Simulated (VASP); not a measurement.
# WSe2 (P6_3/mmc) in VASP: notebook, part 2 of 2

VASP 6.6.1. The steps go on from the part before.

## Step 3: Single point, PBEsol+U, collinear spin, antiferromagnetic start

Input file INCAR:

```
PREC = Accurate ; ENCUT = 520
EDIFF = 1E-6 ; ISMEAR = 0
SIGMA = 0.05 ; LREAL = False
LASPH = True ; NELM = 80
ALGO = Normal ; ISIF = 2
LWAVE = False ; LCHARG = False
ISPIN = 2 ; MAGMOM = 0.5 -0.5 0 0 0 0
LORBIT = 11 ; LMAXMIX = 4
LDAU = True ; LDAUTYPE = 2
LDAUL = 2 -1 ; LDAUU = 2 0
LDAUJ = 0 0 ; LDAUPRINT = 1
GGA = PS ; NBANDS = 39
```

Input file KPOINTS:

```
Automatic mesh
0
Gamma
  8 8 2
```

Input file POSCAR:

```
WSe2
1.0
    3.2899988200      0.0000000000      0.0000000000
   -1.6449994100      2.8492225500      0.0000000000
    0.0000000000      0.0000000000     12.9700014400
W Se
2 4
Direct
    0.3333333333      0.6666666667      0.2500000000
    0.6666666667      0.3333333333      0.7500000000
    0.3333333333      0.6666666667      0.6210000000
    0.6666666667      0.3333333333      0.1210000000
    0.3333333333      0.6666666667      0.8790000000
    0.6666666667      0.3333333333      0.3790000000
```

Potentials or basis: VASP PAW PBE potentials, release 64 (W_sv, Se).

Started as:

```sh
cat potpaw_PBE.64/W_sv/POTCAR potpaw_PBE.64/Se/POTCAR > POTCAR
mpirun -np 1 vasp_std > vasp.out
```

OUTCAR:

```text
PREC = Accurate
   ENCUT = 520
   EDIFF = 1E-6
   ISMEAR = 0
   LREAL = False
   LASPH = True
   NELM = 80
   ISIF = 2
   ISPIN = 2
   LORBIT = 11
   GGA = PS

 ion  position               nearest neighbor table
   1  0.333  0.667  0.250-   4 2.53   6 2.53   4 2.53   6 2.53   4 2.53   6 2.53
   2  0.667  0.333  0.750-   3 2.53   5 2.53   3 2.53   5 2.53   3 2.53   5 2.53
   3  0.333  0.667  0.621-   2 2.53   2 2.53   2 2.53
   4  0.667  0.333  0.121-   1 2.53   1 2.53   1 2.53
   5  0.333  0.667  0.879-   2 2.53   2 2.53   2 2.53
   6  0.667  0.333  0.379-   1 2.53   1 2.53   1 2.53

  LATTYP: Found a hexagonal cell.
 ALAT       =     3.2899988200
 C/A-ratio  =     3.9422510917

  Lattice vectors:

 A1 = (   3.2899988200,   0.0000000000,   0.0000000000)
 A2 = (  -1.6449994100,   2.8492225500,   0.0000000000)
 A3 = (   0.0000000000,   0.0000000000,  12.9700014400)

Analysis of symmetry for initial positions (statically):
=====================================================================
 Subroutine PRICEL returns:
 Original cell was already a primitive cell.

 Routine SETGRP: Setting up the symmetry group for a
 hexagonal supercell.

 Subroutine GETGRP returns: Found 24 space group operations
 (whereof 12 operations were pure point group operations)
 out of a pool of 24 trial point group operations.

The static configuration has the point symmetry D_3d.
 The point group associated with its full space group is D_6h.

Analysis of symmetry for dynamics (positions and initial velocities):
=====================================================================
 Subroutine PRICEL returns:
 Original cell was already a primitive cell.

 Routine SETGRP: Setting up the symmetry group for a
 hexagonal supercell.

 Subroutine GETGRP returns: Found 24 space group operations
 (whereof 12 operations were pure point group operations)
 out of a pool of 24 trial point group operations.

The dynamic configuration has the point symmetry D_3d.
[... 247 lines left out ...]
  band No.  band energies     occupation
      1     -68.3985      1.00000
      2     -68.3985      1.00000
      3     -32.6242      1.00000
      4     -32.6241      1.00000
      5     -32.5028      1.00000
      6     -32.5028      1.00000
[... 809 lines left out ...]
     37      12.9264      0.00000
     38      12.9268      0.00000
 Fermi energy:         6.5235620017

 spin component 2

 k-point     1 :       0.0000    0.0000    0.0000
  band No.  band energies     occupation
      1     -68.3985      1.00000
      2     -68.3985      1.00000
      3     -32.6242      1.00000
      4     -32.6241      1.00000
      5     -32.5028      1.00000
      6     -32.5028      1.00000
[... 809 lines left out ...]
     37      12.9264      0.00000
     38      12.9268      0.00000
 [bands above 38 left out]

------------------------ aborting loop because EDIFF is reached ----------------------------------------

  FORCE on cell =-STRESS in cart. coord.  units (eV):
  Direction    XX          YY          ZZ          XY          YZ          ZX
  --------------------------------------------------------------------------------------
  -------------------------------------------------------------------------------------
  Total       -0.0181840     -0.0181840      1.1244931      0.0000000     -0.0000000     -0.0000000
  in kB       -0.2396284     -0.2396284     14.8185338      0.0000000     -0.0000000     -0.0000000
  external PRESSURE =       4.7797590 kB  Pullay stress =       0.0000000 kB

 VOLUME and BASIS-vectors are now :
 -----------------------------------------------------------------------------
  energy-cutoff  :      520.00
  volume of cell :      121.58
      direct lattice vectors                 reciprocal lattice vectors
     3.289998820  0.000000000  0.000000000     0.303951477  0.175486467  0.000000000
    -1.644999410  2.849222550  0.000000000     0.000000000  0.350972935  0.000000000
     0.000000000  0.000000000 12.970001440     0.000000000  0.000000000  0.077100994

 POSITION                                       TOTAL-FORCE (eV/Angst)
 -----------------------------------------------------------------------------------
     -0.00000      1.89948      3.24250        -0.000000      0.000000      0.000000
      1.64500      0.94974      9.72750        -0.000000     -0.000000      0.000000
     -0.00000      1.89948      8.05437        -0.000000     -0.000000     -0.093804
      1.64500      0.94974      1.56937         0.000000      0.000000     -0.093804
     -0.00000      1.89948     11.40063         0.000000     -0.000000      0.093804
      1.64500      0.94974      4.91563         0.000000      0.000000      0.093804
 -----------------------------------------------------------------------------------
    total drift:                               -0.000000      0.000000     -0.000000

  FREE ENERGIE OF THE ION-ELECTRON SYSTEM (eV)
  ---------------------------------------------------
  free  energy   TOTEN  =       -42.0441002047 eV

  energy  without entropy=      -42.0441002047  energy(sigma->0) =      -42.04410020

 total charge

# of ion       s       p       d       tot
------------------------------------------
    1        2.320   6.287   3.337  11.943
    2        2.320   6.287   3.337  11.943
    3        1.476   2.349   0.072   3.897
    4        1.476   2.349   0.072   3.897
    5        1.476   2.349   0.072   3.897
    6        1.476   2.349   0.072   3.897
--------------------------------------------------
tot         10.544  21.968   6.962  39.474

 magnetization (x)

# of ion       s       p       d       tot
------------------------------------------
    1        0.000   0.000  -0.000  -0.000
    2       -0.000  -0.000   0.000   0.000
    3        0.000   0.000  -0.000   0.000
    4       -0.000  -0.000   0.000  -0.000
    5        0.000   0.000  -0.000   0.000
    6       -0.000  -0.000   0.000  -0.000
--------------------------------------------------
tot          0.000   0.000   0.000   0.000
```

stdout:

```text
POSCAR found type information on POSCAR W Se
 POSCAR found :  2 types and       6 ions
 scaLAPACK will be used
 -----------------------------------------------------------------------------
|                                                                             |
|                                                                             |
|     You enforced a specific xc type in the INCAR file but a different       |
|     I HOPE YOU KNOW WHAT YOU ARE DOING!                                     |
|                                                                             |
 -----------------------------------------------------------------------------

 LDA part: xc-table for (Slater+PW92), standard interpolation
 POSCAR, INCAR and KPOINTS ok, starting setup
 FFT: planning ... GRIDC
 FFT: planning ... GRID_SOFT
 FFT: planning ... GRID
 WAVECAR not read
 entering main loop
```

Wall time 1.8 min (1 thread of Intel Xeon 6975P-C (Granite Rapids), shared host); peak memory 0.34 GiB.

What came out:

```
Free energy                                           : -42.0441 eV
Pressure                                              : 0.5 GPa
Largest force                                         : 0.094 eV/Å
Band gap on the k mesh                                : 1.05 eV, indirect (least direct gap 1.87 eV)
Net moment                                            : 0.00 μB per cell
Valence electrons inside the program's atomic spheres : W 11.94; Se 3.90
```

Forces on the atoms (eV/Å):
```
W    0.000  0.000  0.000
W    0.000  0.000  0.000
Se   0.000  0.000 -0.094
Se   0.000  0.000 -0.094
Se   0.000  0.000  0.094
Se   0.000  0.000  0.094
```

Eigenvalues of the final occupation matrices:
```tsv
site	spin	trace	eigenvalues
site 1 d	1	1.69	0.33 0.33 0.34 0.34 0.36
site 1 d	2	1.69	0.33 0.33 0.34 0.34 0.36
site 2 d	1	1.69	0.33 0.33 0.34 0.34 0.36
site 2 d	2	1.69	0.33 0.33 0.34 0.34 0.36
```

Caveat: the PAW data sets were made with another functional, which shifts forces and pressure a little; spin-orbit coupling is left out, which moves the levels of the heavy elements; this functional lacks dispersion, which binds the layers, so the pressure and a relaxed spacing across them are unreliable.

## Step 4: Against experiment

Step 2. Against the measured gap of WSe2, 1.3 eV (indirect; “Time-resolved XUV ARPES with tunable 24–33 eV laser pulses at 30 meV resolution”, 2019, pmc:6684652), the calculated 1.05 eV is off by -0.25 eV. Spin-orbit coupling on Se, W is left out. The value is that of PBEsol+U on a finite k mesh, which can miss the band edges, without temperature or zero-point motion.

Step 3. Against the measured gap of WSe2, 1.3 eV (indirect; “Time-resolved XUV ARPES with tunable 24–33 eV laser pulses at 30 meV resolution”, 2019, pmc:6684652), the calculated 1.05 eV is off by -0.25 eV. Spin-orbit coupling on Se, W is left out. The value is that of PBEsol+U on a finite k mesh, which can miss the band edges, without temperature or zero-point motion.
